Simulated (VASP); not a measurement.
These are PBE GGA, VASP's PBE PAW potentials (set 64) (plane waves; VASP) values and carry that method's errors.

The input files of a VASP run:

### INCAR
```
SYSTEM = GaN
PREC = Accurate
ENCUT = 500
EDIFF = 1E-6
NELM = 100
ALGO = Normal
LREAL = .FALSE.
LASPH = .TRUE.
ISMEAR = 0
SIGMA = 0.05
GGA = PE
LMAXMIX = 4
LWAVE = .FALSE.
LCHARG = .FALSE.
IBRION = 2
ISIF = 3
NSW = 60
EDIFFG = -0.01
```

File KPOINTS:
```
K-points
0
Gamma
9 9 9
0 0 0
```

**POSCAR**
```
GaN
1.0
  0.0000000000   2.2535000000   2.2535000000
  2.2535000000   0.0000000000   2.2535000000
  2.2535000000   2.2535000000   0.0000000000
Ga N
1 1
Cart
  0.0000000000   0.0000000000   0.0000000000
  3.3802500000   3.3802500000   3.3802500000
```

POTCAR, in this order: Ga_d N (PBE.64 set). Program: vasp_std.

Output of the run:

File OUTCAR:
```
 ion  position               nearest neighbor table
   1  0.000  0.000  0.000-   2 1.95   2 1.95   2 1.95   2 1.95
   2  0.750  0.750  0.750-   1 1.95   1 1.95   1 1.95   1 1.95
  LATTYP: Found a face centered cubic cell.
 ALAT       =     4.5070000000
 Subroutine PRICEL returns:
 Original cell was already a primitive cell.
 Subroutine GETGRP returns: Found 24 space group operations
The static configuration has the point symmetry T_d .
The dynamic configuration has the point symmetry T_d .
 Subroutine INISYM returns: Found 24 space group operations
 Subroutine IBZKPT returns following result:
 Found     35 irreducible k-points:

 Following reciprocal coordinates:
            Coordinates               Weight
  0.000000  0.000000  0.000000      1.000000
  0.111111  0.000000  0.000000      8.000000
  0.222222  0.000000  0.000000      8.000000
  0.333333  0.000000  0.000000      8.000000
  0.444444  0.000000  0.000000      8.000000
  0.111111  0.111111  0.000000      6.000000
  0.222222  0.111111  0.000000     24.000000
  0.333333  0.111111  0.000000     24.000000
  0.444444  0.111111  0.000000     24.000000
 -0.444444  0.111111  0.000000     24.000000
 -0.333333  0.111111  0.000000     24.000000
 -0.222222  0.111111  0.000000     24.000000
 -0.111111  0.111111  0.000000     12.000000
  0.222222  0.222222  0.000000      6.000000
  0.333333  0.222222  0.000000     24.000000
  0.444444  0.222222  0.000000     24.000000
 -0.444444  0.222222  0.000000     24.000000
 -0.333333  0.222222  0.000000     24.000000
 -0.222222  0.222222  0.000000     12.000000
  0.333333  0.333333  0.000000      6.000000
  0.444444  0.333333  0.000000     24.000000
 -0.444444  0.333333  0.000000     24.000000
 -0.333333  0.333333  0.000000     12.000000
  0.444444  0.444444  0.000000      6.000000
 -0.444444  0.444444  0.000000     12.000000
  0.333333  0.222222  0.111111     24.000000
  0.444444  0.222222  0.111111     48.000000
 -0.444444  0.222222  0.111111     48.000000
  0.444444  0.333333  0.111111     24.000000
 -0.444444  0.333333  0.111111     48.000000
 -0.333333  0.333333  0.111111     48.000000
 -0.222222  0.333333  0.111111     24.000000
 -0.444444  0.444444  0.111111     24.000000
 -0.333333  0.444444  0.111111     24.000000
 -0.333333  0.444444  0.222222     24.000000
   k-points           NKPTS =     35   k-points in BZ     NKDIM =     35   number of bands    NBANDS=     13
   number of dos      NEDOS =    301   number of ions     NIONS =      2
   total plane-waves  NPLWV =  13824
   dimension x,y,z NGX =    24 NGY =   24 NGZ =   24
   dimension x,y,z NGXF=    48 NGYF=   48 NGZF=   48
   ions per type =               1   1
   PREC   = accura    normal or accurate (medium, high low for compatibility)
   ISTART =      0    job   : 0-new  1-cont  2-samecut
   ICHARG =      2    charge: 1-file 2-atom 10-const
   ISPIN  =      1    spin polarized calculation?
   LNONCOLLINEAR =      F non collinear calculations
   LSORBIT =      F    spin-orbit coupling
   INIWAV =      1    electr: 0-lowe 1-rand  2-diag
   ENCUT  =  500.0 eV  36.75 Ry    6.06 a.u.   5.81  5.81  5.81*2*pi/ulx,y,z
   NELM   =    100;   NELMIN=  2; NELMDL= -5     # of ELM steps
   EDIFF  = 0.1E-05   stopping-criterion for ELM
   LREAL  =      F    real-space projection
   NLSPLINE    = F    spline interpolate recip. space projectors
   LMAXMIX     =    4 max onsite mixed and CHGCAR
   VOSKOWN=      0    Vosko Wilk Nusair interpolation
   EDIFFG = -.1E-01   stopping-criterion for IOM
   NSW    =     60    number of steps for IOM
   NBLOCK =      1;   KBLOCK =     60    inner block; outer block
   IBRION =      2    ionic relax: 0-MD 1-quasi-New 2-CG
...
```

OSZICAR:
```
       N       E                     dE             d eps       ncg     rms          rms(c)
DAV:   1     0.865053180669E+02    0.86505E+02   -0.97225E+03   958   0.236E+03
DAV:   2    -0.721828572181E+01   -0.93724E+02   -0.89258E+02  1060   0.346E+02
DAV:   3    -0.140286627604E+02   -0.68104E+01   -0.67775E+01  1015   0.870E+01
DAV:   4    -0.141423711494E+02   -0.11371E+00   -0.11362E+00  1077   0.119E+01
DAV:   5    -0.141439266291E+02   -0.15555E-02   -0.15554E-02  1000   0.128E+00    0.772E+00
DAV:   6    -0.121401693867E+02    0.20038E+01   -0.59947E+00  1385   0.486E+01    0.268E+00
DAV:   7    -0.121522555189E+02   -0.12086E-01   -0.35718E-01   915   0.802E+00    0.178E+00
DAV:   8    -0.121484323842E+02    0.38231E-02   -0.69554E-02  1033   0.442E+00    0.806E-01
DAV:   9    -0.121431376020E+02    0.52948E-02   -0.22532E-02  1367   0.379E+00    0.190E-01
DAV:  10    -0.121434707021E+02   -0.33310E-03   -0.20568E-03  1061   0.768E-01    0.819E-02
DAV:  11    -0.121433723997E+02    0.98302E-04   -0.41232E-04  1372   0.377E-01    0.142E-02
DAV:  12    -0.121433787528E+02   -0.63530E-05   -0.36266E-05   960   0.817E-02    0.971E-03
DAV:  13    -0.121433785485E+02    0.20423E-06   -0.19026E-06   901   0.133E-02
   1 F= -.12143379E+02 E0= -.12143379E+02  d E =-.121434E+02
       N       E                     dE             d eps       ncg     rms          rms(c)
DAV:   1    -0.125290960871E+02   -0.38572E+00   -0.54769E+00  1060   0.678E+01    0.373E+00
DAV:   2    -0.122328981054E+02    0.29620E+00   -0.46471E-01  1105   0.211E+01    0.172E+00
DAV:   3    -0.121548312878E+02    0.78067E-01   -0.10519E-01  1090   0.127E+01    0.383E-01
DAV:   4    -0.121461977174E+02    0.86336E-02   -0.11749E-02  1097   0.156E+00    0.802E-02
DAV:   5    -0.121458533520E+02    0.34437E-03   -0.26505E-04  1236   0.220E-01    0.317E-02
DAV:   6    -0.121458522265E+02    0.11254E-05   -0.24565E-05  1083   0.942E-02    0.107E-02
DAV:   7    -0.121458502946E+02    0.19319E-05   -0.49203E-06  1055   0.330E-02    0.223E-03
DAV:   8    -0.121458502006E+02    0.94032E-07   -0.53947E-07   470   0.238E-02
   2 F= -.12145850E+02 E0= -.12145850E+02  d E =-.247165E-02
       N       E                     dE             d eps       ncg     rms          rms(c)
DAV:   1    -0.122392528724E+02   -0.93403E-01   -0.11437E+00  1080   0.293E+01    0.180E+00
DAV:   2    -0.121712888581E+02    0.67964E-01   -0.11509E-01  1115   0.112E+01    0.799E-01
DAV:   3    -0.121551724069E+02    0.16116E-01   -0.18570E-02  1115   0.517E+00    0.206E-01
DAV:   4    -0.121530348396E+02    0.21376E-02   -0.23938E-03  1162   0.786E-01    0.139E-02
DAV:   5    -0.121530430622E+02   -0.82227E-05   -0.15262E-04  1070   0.180E-01    0.143E-02
DAV:   6    -0.121530406647E+02    0.23975E-05   -0.38399E-06   955   0.247E-02    0.927E-03
DAV:   7    -0.121530405999E+02    0.64783E-07   -0.14440E-06   665   0.198E-02
   3 F= -.12153041E+02 E0= -.12153041E+02  d E =-.966205E-02
```

OUTCAR:
```
------------------------ aborting loop because EDIFF is reached ----------------------------------------
  FORCE on cell =-STRESS in cart. coord.  units (eV):
  Direction    XX          YY          ZZ          XY          YZ          ZX
  --------------------------------------------------------------------------------------
  Total       -0.0130146     -0.0130146     -0.0130146      0.0000000      0.0000000      0.0000000
  in kB       -0.8864636     -0.8864636     -0.8864636      0.0000000      0.0000000      0.0000000
  external PRESSURE =      -0.8864636 kB  Pullay stress =       0.0000000 kB
  volume of cell :       23.52
      direct lattice vectors                 reciprocal lattice vectors
     0.000000000  2.274139339  2.274139339    -0.219863397  0.219863397  0.219863397
     2.274139339  0.000000000  2.274139339     0.219863397 -0.219863397  0.219863397
     2.274139339  2.274139339  0.000000000     0.219863397  0.219863397 -0.219863397
  FREE ENERGIE OF THE ION-ELECTRON SYSTEM (eV)
  ---------------------------------------------------
  free  energy   TOTEN  =       -12.1530405999 eV

  energy  without entropy=      -12.1530405999  energy(sigma->0) =      -12.15304060

 reached required accuracy - stopping structural energy minimisation
```
(Selected blocks of OUTCAR.)

CONTCAR:
```
GaN
   1.00000000000000
     0.0000000000000000    2.2741393385031032    2.2741393385031032
     2.2741393385031032    0.0000000000000000    2.2741393385031032
     2.2741393385031032    2.2741393385031032    0.0000000000000000
  Ga              N
     1     1
Direct
     0.0000000000000000    0.0000000000000000    0.0000000000000000
     0.7500000000000000    0.7500000000000000    0.7500000000000000
```

Energy and stress use the plane-wave basis of the starting cell.

The structure comes from a computed database's GaN entry (F-43m); how it stands against other phases isn't given here. This run relaxes it. Symmetry was kept, so distortions that lower it aren't found.
